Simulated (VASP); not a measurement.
# Sr3N (P4/mmm) in VASP: a series of runs

Runs on Sr3N. Level: PBE. Tasks: relaxation of cell and atoms, single point.

Program: VASP 6.6.1. These are calculated values, not measurements. Logs are shortened: lines on timing, memory, paths and dates and some standing lists are left out, and cuts for length are marked.

## 1. The cell of the first run

The structure is tetragonal, space group P4/mmm (No. 123). Conventional cell: a = 5.047 Å, b = 5.047 Å, c = 3.836 Å, α = 90.00°, β = 90.00°, γ = 90.00°. Around Sr (site symmetry 4/mmm) lie 2 N at 1.92 Å. Around Sr (site symmetry mmm) lie 2 N at 2.52 Å. Around N (site symmetry 4/mmm) lie 2 Sr at 1.92 Å.

The cell was built by a generator and needn't be a form met in nature.

## 2. Relaxation of cell and atoms, PBE (random cell by space group and Wyckoff sites (P4/mmm, No. 123))

Input file INCAR:

```
SYSTEM = Sr3N
ALGO     = Fast           ! electronic algorithm
EDIFF    = 1E-6           ! SCF threshold, eV
EDIFFG   = -0.04          ! ionic threshold
ENCUT    = 600            ! plane-wave cutoff, eV
GGA      = PE             ! functional
IBRION   = 2              ! ionic algorithm
ISIF     = 3              ! what is computed and relaxed
ISMEAR   = 0              ! smearing method
LASPH    = .TRUE.         ! aspherical terms in the spheres
LCHARG   = .FALSE.        ! write CHGCAR
LREAL    = .FALSE.        ! projectors in reciprocal space
LWAVE    = .FALSE.        ! write WAVECAR
NELM     = 100            ! most SCF steps
NSW      = 90             ! ionic steps
PREC     = Accurate       ! precision mode
SIGMA    = 0.1            ! smearing width, eV
```

Input file KPOINTS:

```
k-points
0
G
  4 4 4
  0 0 0
```

Input file POSCAR:

```
Sr3N
1.0
    5.0473313500      0.0000000000      0.0000000000
    0.0000000000      5.0473313500      0.0000000000
    0.0000000000      0.0000000000      3.8355076400
Sr N
3 1
Direct
    0.0000000000      0.0000000000      0.0000000000
    0.5000000000      0.0000000000      0.5000000000
    0.0000000000      0.5000000000      0.5000000000
    0.0000000000      0.0000000000      0.5000000000
```

Potentials or basis: VASP PAW PBE potentials, release 64 (Sr_sv, N).

The run is started by

```sh
> cat potpaw_PBE.64/Sr_sv/POTCAR potpaw_PBE.64/N/POTCAR > POTCAR
> mpirun -np 1 vasp_std > vasp.out
```

OUTCAR:

```text
SYSTEM = Sr3N
   EDIFF = 1E-6
   EDIFFG = -0.04
   ENCUT = 600
   GGA = PE
   IBRION = 2
   ISIF = 3
   ISMEAR = 0
   LASPH = .TRUE.
   LREAL = .FALSE.
   NELM = 100
   NSW = 90
   PREC = Accurate

 ion  position               nearest neighbor table
   1  0.000  0.000  0.000-   4 1.92   4 1.92   2 3.17   2 3.17   3 3.17   3 3.17   3 3.17   3 3.17
                             2 3.17   2 3.17
   2  0.500  0.000  0.500-   4 2.52   4 2.52   1 3.17   1 3.17   1 3.17   1 3.17   3 3.57   3 3.57
                             3 3.57   3 3.57
   3  0.000  0.500  0.500-   4 2.52   4 2.52   1 3.17   1 3.17   1 3.17   1 3.17   2 3.57   2 3.57
                             2 3.57   2 3.57
   4  0.000  0.000  0.500-   1 1.92   1 1.92   3 2.52   2 2.52   3 2.52   2 2.52

  LATTYP: Found a simple tetragonal cell.
 ALAT       =     5.0473313500
 C/A-ratio  =     0.7599080334

  Lattice vectors:

 A1 = (   5.0473313500,   0.0000000000,   0.0000000000)
 A2 = (   0.0000000000,   5.0473313500,   0.0000000000)
 A3 = (   0.0000000000,   0.0000000000,   3.8355076400)

Analysis of symmetry for initial positions (statically):
=====================================================================
 Subroutine PRICEL returns:
 Original cell was already a primitive cell.

 Routine SETGRP: Setting up the symmetry group for a
 simple tetragonal supercell.

 Subroutine GETGRP returns: Found 16 space group operations
 (whereof 16 operations were pure point group operations)
 out of a pool of 16 trial point group operations.

The static configuration has the point symmetry D_4h.

Analysis of symmetry for dynamics (positions and initial velocities):
=====================================================================
 Subroutine PRICEL returns:
 Original cell was already a primitive cell.

 Routine SETGRP: Setting up the symmetry group for a
 simple tetragonal supercell.

 Subroutine GETGRP returns: Found 16 space group operations
 (whereof 16 operations were pure point group operations)
 out of a pool of 16 trial point group operations.

The dynamic configuration has the point symmetry D_4h.

 Subroutine INISYM returns: Found 16 space group operations
 (whereof 16 operations are pure point group operations),
 and found     1 'primitive' translations

----------------------------------------------------------------------------------------

                                     Primitive cell

  volume of cell :      97.7117

  direct lattice vectors                    reciprocal lattice vectors
     5.047331350  0.000000000  0.000000000     0.198124500  0.000000000  0.000000000
     0.000000000  5.047331350  0.000000000     0.000000000  0.198124500  0.000000000
     0.000000000  0.000000000  3.835507640     0.000000000  0.000000000  0.260721681

  length of vectors
     5.047331350  5.047331350  3.835507640     0.198124500  0.198124500  0.260721681

  position of ions in fractional coordinates (direct lattice)
     0.000000000  0.000000000  0.000000000
     0.500000000  0.000000000  0.500000000
     0.000000000  0.500000000  0.500000000
     0.000000000  0.000000000  0.500000000

  ion indices of the primitive-cell ions
   primitive index   ion index
                 1           1
                 2           2
                 3           3
                 4           4

----------------------------------------------------------------------------------------

 KPOINTS: k-points

Automatic generation of k-mesh.
 Grid dimensions read from file:
 generate k-points for:    4    4    4

 Generating k-lattice:

  Cartesian coordinates                     Fractional coordinates (reciprocal lattice)
     0.049531125  0.000000000  0.000000000     0.250000000  0.000000000  0.000000000
     0.000000000  0.049531125  0.000000000     0.000000000  0.250000000  0.000000000
     0.000000000  0.000000000  0.065180420     0.000000000  0.000000000  0.250000000

  Length of vectors
     0.049531125  0.049531125  0.065180420

  Shift w.r.t. Gamma in fractional coordinates (k-lattice)
     0.000000000  0.000000000  0.000000000

 Subroutine IBZKPT returns following result:
 ===========================================

 Found     18 irreducible k-points:

 Following reciprocal coordinates:
            Coordinates               Weight
  0.000000  0.000000  0.000000      1.000000
  0.250000  0.000000  0.000000      4.000000
  0.500000  0.000000  0.000000      2.000000
  0.250000  0.250000  0.000000      4.000000
  0.500000  0.250000  0.000000      4.000000
  0.500000  0.500000  0.000000      1.000000
[... 10 lines left out ...]
  0.500000  0.250000  0.500000      4.000000
  0.500000  0.500000  0.500000      1.000000
   k-points           NKPTS =     18   k-points in BZ     NKDIM =     18   number of bands    NBANDS=     21
   number of dos      NEDOS =    301   number of ions     NIONS =      4
   total plane-waves  NPLWV =  51200
   dimension x,y,z NGX =    40 NGY =   40 NGZ =   32
   dimension x,y,z NGXF=    80 NGYF=   80 NGZF=   64
   ions per type =               3   1
   NGX,Y,Z   is equivalent  to a cutoff of  13.17, 13.17, 13.87 a.u.
   NGXF,Y,Z  is equivalent  to a cutoff of  26.35, 26.35, 27.74 a.u.
 SYSTEM =  Sr3N
   PREC   = accura    normal or accurate (medium, high low for compatibility)
   ISTART =      0    job   : 0-new  1-cont  2-samecut
   ICHARG =      2    charge: 1-file 2-atom 10-const
   ISPIN  =      1    spin polarized calculation?
   LNONCOLLINEAR =      F non collinear calculations
   LSORBIT =      F    spin-orbit coupling
   LASPH  =      T    aspherical Exc in radial PAW
   ENCUT  =  600.0 eV  44.10 Ry    6.64 a.u.  10.08 10.08  7.66*2*pi/ulx,y,z
   NELM   =    100;   NELMIN=  2; NELMDL= -5     # of ELM steps
   EDIFF  = 0.1E-05   stopping-criterion for ELM
   LREAL  =      F    real-space projection
   EDIFFG = -.4E-01   stopping-criterion for IOM
   NSW    =     90    number of steps for IOM
   IBRION =      2    ionic relax: 0-MD 1-quasi-New 2-CG
   NFREE  =      1    steps in history (QN), initial steepest desc. (CG)
   ISIF   =      3    stress and relaxation
   ISYM   =      2    0-nonsym 1-usesym 2-fastsym
   POTIM  = 0.5000    time-step for ionic-motion
   TEBEG  =    0.0;   TEEND  =   0.0 temperature during run
   PSTRESS=    0.0 pullay stress
   NELECT =      35.0000    total number of electrons
   NUPDOWN=      -1.0000    fix difference up-down
   EMIN   =  10.00;   EMAX   =-10.00  energy-range for DOS
   EFERMI =   0.00;   METHOD = LEGACY
   ISMEAR =     0;   SIGMA  =   0.10  broadening in eV -4-tet -1-fermi 0-gaus
   EFERMI_NEDOS =   21; number of points for ismear=-14 and -15
   IALGO  =     68    algorithm
   IMIX   =      4    mixing-type and parameters
     AMIX     =   0.40;   BMIX     =  1.00
     AMIX_MAG =   1.60;   BMIX_MAG =  1.00
  volume/ion in A,a.u.               =      24.43       164.85
  Fermi-wavevector in a.u.,A,eV,Ry     =   1.162649  2.197088 18.391717  1.351753
  Thomas-Fermi vector in A             =   2.299208
   LORBIT       =      0    0 simple, 1 ext, 2 COOP (PROOUT), +10 PAW based schemes
   GGA     = PE    functional components
   LHFCALC =     F    Hartree Fock is set to
   AEXX    =    0.0000 exact exchange contribution
   IVDW    =     0    specifies the selected vdW correction
   LEPSILON=     F    determine dielectric tensor
   LRPA    =     F    only Hartree local field effects (RPA)
 conjugate gradient relaxation of ions
 non-spin polarized calculation
 RMM-DIIS sequential band-by-band and
 Gauss-broadening in eV      SIGMA  =   0.10
  energy-cutoff  :      600.00
  volume of cell :       97.71
 maximum number of plane-waves:      3304
   NGX = 21   NGY = 21   NGZ = 15

--------------------------------------- Ionic step        1  -------------------------------------------

 number of electron      35.0000001 magnetization

 Free energy of the ion-electron system (eV)
  ---------------------------------------------------
  ext. energy  EPLUGINS =         0.00000000
  ---------------------------------------------------
  free energy    TOTEN  =        -8.17760867 eV

  energy without entropy =       -8.15215511  energy(sigma->0) =       -8.16488189

 E-fermi :   4.0099     XC(G=0):  -9.3638

 val. band max:        4.0034674498   @ k =   0.5000   0.0000   0.5000
 cond. band min:       4.0259811310   @ k =   0.2500   0.2500   0.2500
 fundamental gap:      0.0225136812
 Fermi energy:         4.0099095187

 k-point     1 :       0.0000    0.0000    0.0000
  band No.  band energies     occupation
      1     -31.9614      2.00000
      2     -31.8054      2.00000
      3     -30.5403      2.00000
      4     -14.7106      2.00000
      5     -14.7106      2.00000
      6     -14.5716      2.00000
[... 456 lines left out ...]
  energy  without entropy=       -8.1521551059  energy(sigma->0) =       -8.16488189

--------------------------------------- Ionic step        2  -------------------------------------------

 number of electron      34.9999998 magnetization

------------------------ aborting loop EDIFF was not reached (unconverged)  ----------------------------

  FORCE on cell =-STRESS in cart. coord.  units (eV):
  Direction    XX          YY          ZZ          XY          YZ          ZX
  --------------------------------------------------------------------------------------
  -------------------------------------------------------------------------------------
  Total       -4.6006829     -4.6006829     -6.7419041      0.0000000      0.0000000      0.0000000
  in kB      -39.4724235    -39.4724235    -57.8434334      0.0000000      0.0000000      0.0000000
  external PRESSURE =     -45.5960935 kB  Pullay stress =       0.0000000 kB

 VOLUME and BASIS-vectors are now :
 -----------------------------------------------------------------------------
  energy-cutoff  :      600.00
  volume of cell :      186.74
      direct lattice vectors                 reciprocal lattice vectors
     5.681102587  0.000000000  0.000000000     0.176022169  0.000000000  0.000000000
     0.000000000  5.681102587 -0.000000000     0.000000000  0.176022169  0.000000000
     0.000000000 -0.000000000  5.785938640     0.000000000  0.000000000  0.172832804
[... 242 lines left out ...]
  energy  without entropy=      -14.0492277538  energy(sigma->0) =      -14.05340013

--------------------------------------- Ionic step        9  -------------------------------------------

 number of electron      34.9999995 magnetization

 Free energy of the ion-electron system (eV)
  ---------------------------------------------------
  ext. energy  EPLUGINS =         0.00000000
  ---------------------------------------------------
  free energy    TOTEN  =       -14.06099070 eV

  energy without entropy =      -14.05308279  energy(sigma->0) =      -14.05703675

 E-fermi :   1.9304     XC(G=0):  -7.8199

 val. band max:        1.8871687912   @ k =   0.0000   0.0000   0.2500
 cond. band min:       2.0238294345   @ k =   0.5000   0.5000   0.0000
 fundamental gap:      0.1366606433
 Fermi energy:         1.9303851017

 k-point     1 :       0.0000    0.0000    0.0000
  band No.  band energies     occupation
      1     -34.0613      2.00000
      2     -34.0026      2.00000
      3     -33.8927      2.00000
      4     -16.3104      2.00000
      5     -16.3030      2.00000
      6     -16.3030      2.00000
[... 452 lines left out ...]
  FREE ENERGIE OF THE ION-ELECTRON SYSTEM (eV)
  ---------------------------------------------------
  free  energy   TOTEN  =       -14.0609907031 eV

  energy  without entropy=      -14.0530827933  energy(sigma->0) =      -14.05703675

 reached required accuracy - stopping structural energy minimisation
```

It took 10 min on 1 thread of AMD EPYC 7R13 (Zen 3), shared host; peak memory 0.21 GiB.

What came out:

| Property | Result |
| --- | --- |
| Free energy | -14.0610 eV |
| Relaxed volume | 37.30 Å³/atom |
| Relaxed cell | a = 5.334 Å, b = 5.334 Å, c = 5.244 Å, α = 90.00°, β = 90.00°, γ = 90.00° |
| Space group after relaxing (to 0.05 Å) | P4/mmm (No. 123) |
| Energy gained by relaxing | 1470.8 meV/atom |
| Ionic steps | 9 |
| Pressure after relaxing | 0.0 GPa |
| Band gap on the k mesh | none (metal or under the smearing width) |

Step by step:
```tsv
step	energy change (eV)	largest force (eV/Å)	pressure (GPa)	volume (Å³)
1	0.0000	0.0000	34.43	97.71
2	-5.1309	0.0000	-4.56	186.74
3	-5.8166	0.0000	0.57	148.44
4	-5.8367	0.0000	-1.10	156.22
5	-5.8418	0.0000	-0.71	154.19
6	-5.8415	0.0000	-0.45	152.93
7	-5.8718	0.0000	-0.03	149.86
8	-5.8800	0.0000	0.38	147.37
9	-5.8834	0.0000	-0.04	149.19
```

Final structure:
```
CELL_PARAMETERS angstrom
5.33354 0.00000 0.00000
0.00000 5.33354 0.00000
0.00000 0.00000 5.24439
ATOMIC_POSITIONS crystal
Sr 0.00000 0.00000 0.00000
Sr 0.50000 0.00000 0.50000
Sr 0.00000 0.50000 0.50000
N 0.00000 0.00000 0.50000
```

Caveat: the k mesh is coarse (spacing up to 0.41 Å⁻¹), so the values aren't converged; the volume moved by over 15 % at a fixed basis, so the end points are rough.

## 3. Single point, PBE (random cell by space group and Wyckoff sites (P4/mmm, No. 123))

Input file INCAR:

```
PREC = Accurate
ENCUT = 520
EDIFF = 1E-7
ISMEAR = 0
SIGMA = 0.1
LREAL = False
LASPH = True
NELM = 60
ALGO = Normal
ISIF = 2
LWAVE = False
LCHARG = True
GGA = PE
LELF = True
LVHAR = True
NBANDS = 26
```

Input file KPOINTS:

```
regular mesh
0
Gamma
  10 10 10
```

Input file POSCAR:

```
Sr3N
1.0
    5.3148663361      0.0000000000      0.0000000000
    0.0000000000      5.3148663361      0.0000000000
    0.0000000000      0.0000000000      5.3148663361
Sr N
3 1
Direct
    0.0000000000      0.0000000000      0.5000000000
    0.5000000000      0.0000000000      0.0000000000
    0.0000000000      0.5000000000      0.0000000000
    0.0000000000      0.0000000000      0.0000000000
```

Potentials or basis: VASP PAW PBE potentials, release 64 (Sr_sv, N).

The run is started by

```sh
> cat potpaw_PBE.64/Sr_sv/POTCAR potpaw_PBE.64/N/POTCAR > POTCAR
> mpirun -np 1 vasp_std > vasp.out
```

Run time: 100 s. Hardware: 1 thread of Intel Xeon 6975P-C (Granite Rapids), shared host; peak memory 0.35 GiB.

Results (log left out):

```
Free energy            : -14.1089 eV
Pressure               : 0.1 GPa
Band gap on the k mesh : none (metal or under the smearing width)
```

Levels at points of the mesh, in eV from the Fermi level:
```
           k point  band 15  band 16  band 17  band 18  band 19  band 20
(0.00, 0.00, 0.00)    -1.12    -1.12    -1.12     0.09     0.09     0.96
(0.50, 0.00, 0.00)    -1.37    -1.37    -1.23    -0.99     1.27     1.30
(0.50, 0.50, 0.00)    -2.76    -1.62    -0.31     0.07     0.07     1.35
(0.50, 0.50, 0.50)    -2.94    -2.94    -0.60     1.29     1.29     1.29
```

(Continued in part 2 of 2.)
